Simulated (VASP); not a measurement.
An input for Quantum ESPRESSO's pw.x (written as the equivalent of a VASP run, and not itself run):

```
&CONTROL
  calculation = 'vc-relax'
  pseudo_dir = './pseudo'
  outdir = './out'
  tprnfor = .true.
  tstress = .true.
  nstep = 60
  forc_conv_thr = 0.00078
/
&SYSTEM
  ibrav = 0
  nat = 6
  ntyp = 2
  ecutwfc = 86
  occupations = 'smearing'
  smearing = 'gaussian'
  degauss = 0.003675
  input_dft = 'pbe'
/
&ELECTRONS
  conv_thr = 7.3e-08
  electron_maxstep = 100
/
&IONS
/
&CELL
/
ATOMIC_SPECIES
  Mo 95.950 Mo.upf
  Se 78.971 Se.upf
CELL_PARAMETERS angstrom
     1.6600516   -2.8752942    0.0000000
     1.6600516    2.8752942   -0.0000000
    -0.0000000   -0.0000000   14.0405939
ATOMIC_POSITIONS crystal
  Mo   0.3333330  0.6666670  0.2500000
  Mo   0.6666670  0.3333330  0.7500000
  Se   0.3333330  0.6666670  0.8690253
  Se   0.6666670  0.3333330  0.3690253
  Se   0.6666670  0.3333330  0.1309747
  Se   0.3333330  0.6666670  0.6309747
K_POINTS automatic
  7 7 2 0 0 0
```

### Question
Write the VASP files for the same calculation (PBE).

### Answer
This is not unique; one that fits is 
**POSCAR**
```
MoSe2
1.0
  1.6600516183  -2.8752941787   0.0000000000
  1.6600516183   2.8752941787   0.0000000000
  0.0000000000   0.0000000000  14.0405939408
Mo Se
2 4
Cart
  1.6600516183   0.9584333098   3.5101484852
  1.6600516183  -0.9584333098  10.5304454556
  1.6600516183   0.9584333098  12.2016317407
  1.6600516183  -0.9584333098   5.1813347703
  1.6600516183  -0.9584333098   1.8389622001
  1.6600516183   0.9584333098   8.8592591705
```

**KPOINTS**
```
Automatic mesh
0
Gamma
7 7 2
0 0 0
```

**INCAR**
```
! general
SYSTEM  = MoSe2
PREC    = Accurate
ENCUT   = 400
LREAL   = .FALSE.
LASPH   = .TRUE.   ! aspherical one-centre terms

! electronic loop
EDIFF   = 1E-6   ! SCF stop (eV)
NELM    = 100   ! most electronic steps
ALGO    = Normal
LMAXMIX = 4   ! l cut-off of mixed one-centre charges

! smearing
ISMEAR  = 0   ! Gaussian
SIGMA   = 0.05

! functional
GGA     = PE   ! PBE

! ions
IBRION  = 2
NSW     = 60
ISIF    = 3   ! ions, shape and volume
EDIFFG  = -0.02

! output
LWAVE   = .FALSE.
LCHARG  = .FALSE.
```

POTCAR, in this order: Mo_sv Se (PBE.64 set). Program: vasp_std.

Limits of the translation: the potentials are each code's own (VASP's PAW set, PseudoDojo norm-conserving files in pw.x), so ENCUT and ecutwfc are chosen apart and not converted; conv_thr bounds pw.x's estimated SCF error, while EDIFF bounds the energy change between steps; forc_conv_thr acts on force components and is met together with etot_conv_thr.

The compound is MoSe2 in the 2H layered structure. It was relaxed first, which changed the volume by +11 %. The start is the result of an earlier pass.
